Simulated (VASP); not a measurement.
These are PBE GGA, VASP's PBE PAW potentials (set 64) (plane waves; VASP) values and carry that method's errors.

A VASP calculation is set up with these files.

POSCAR:
```
Tl
1.0
  3.5929932520   0.0000000000   0.0000000000
 -1.7964966260   3.1116235468   0.0000000000
  0.0000000000   0.0000000000   5.6297146985
Tl
2
Direct
  0.6666670000   0.3333330000   0.7500000000
  0.3333330000   0.6666670000   0.2500000000
```

File KPOINTS:
```
Automatic
0
Gamma
13 13 7
0 0 0
```

**INCAR**
```
SYSTEM=Tl
PREC=Normal; ENCUT=400; LREAL=.False.
LASPH=.True.
EDIFF=1E-5; NELM=100; NELMIN=4
ALGO=Fast; LMAXMIX=4
ISMEAR=1; SIGMA=0.1
GGA=PE
IBRION=2; NSW=20; ISIF=2
EDIFFG=-0.03
LWAVE=.False.; LCHARG=.False.
```

POTCAR, in this order: Tl_d (PBE.64 set). Program: vasp_std.

The run wrote:

File OSZICAR:
```
       N       E                     dE             d eps       ncg     rms          rms(c)
DAV:   1     0.105932770404E+03    0.10593E+03   -0.12548E+04  2936   0.116E+03
DAV:   2    -0.271844731698E+01   -0.10865E+03   -0.10750E+03  3028   0.255E+02
DAV:   3    -0.448958814454E+01   -0.17711E+01   -0.17516E+01  3406   0.293E+01
DAV:   4    -0.449993778172E+01   -0.10350E-01   -0.10345E-01  3112   0.235E+00
DAV:   5    -0.450006791296E+01   -0.13013E-03   -0.13013E-03  3346   0.266E-01    0.228E+00
RMM:   6    -0.446472931635E+01    0.35339E-01   -0.67651E-02  2856   0.196E+00    0.161E+00
RMM:   7    -0.445924888447E+01    0.54804E-02   -0.37728E-02  2856   0.156E+00    0.642E-01
RMM:   8    -0.445880833177E+01    0.44055E-03   -0.32133E-03  2856   0.423E-01    0.620E-02
RMM:   9    -0.445879163750E+01    0.16694E-04   -0.13419E-04  2856   0.964E-02    0.255E-02
RMM:  10    -0.445879418826E+01   -0.25508E-05   -0.14663E-05  1837   0.360E-02
   1 F= -.44587942E+01 E0= -.44587334E+01  d E =-.445879E+01
```

**OUTCAR**
```
------------------------ aborting loop because EDIFF is reached ----------------------------------------
  FORCE on cell =-STRESS in cart. coord.  units (eV):
  Direction    XX          YY          ZZ          XY          YZ          ZX
  --------------------------------------------------------------------------------------
  Total        0.0497883      0.0497883     -0.1923714      0.0000000      0.0000000      0.0000000
  in kB        1.2673838      1.2673839     -4.8969010      0.0000000      0.0000000      0.0000000
  external PRESSURE =      -0.7873777 kB  Pullay stress =       0.0000000 kB
  volume of cell :       62.94
      direct lattice vectors                 reciprocal lattice vectors
     3.592993252  0.000000000  0.000000000     0.278319476  0.160687819  0.000000000
    -1.796496626  3.111623547  0.000000000     0.000000000  0.321375637  0.000000000
     0.000000000  0.000000000  5.629714698     0.000000000  0.000000000  0.177628895
 POSITION                                       TOTAL-FORCE (eV/Angst)
 -----------------------------------------------------------------------------------
      1.79650      1.03721      4.22229         0.000000     -0.000000      0.000000
     -0.00000      2.07442      1.40743        -0.000000      0.000000      0.000000
 -----------------------------------------------------------------------------------
    total drift:                                0.000153     -0.000088      0.000295
  FREE ENERGIE OF THE ION-ELECTRON SYSTEM (eV)
  ---------------------------------------------------
  free  energy   TOTEN  =        -4.4587941883 eV

  energy  without entropy=       -4.4586118147  energy(sigma->0) =       -4.45873340

 reached required accuracy - stopping structural energy minimisation
```
(Selected blocks of OUTCAR.)

The compound is Tl in the hcp structure. It was relaxed first, which changed the volume by +10 %.
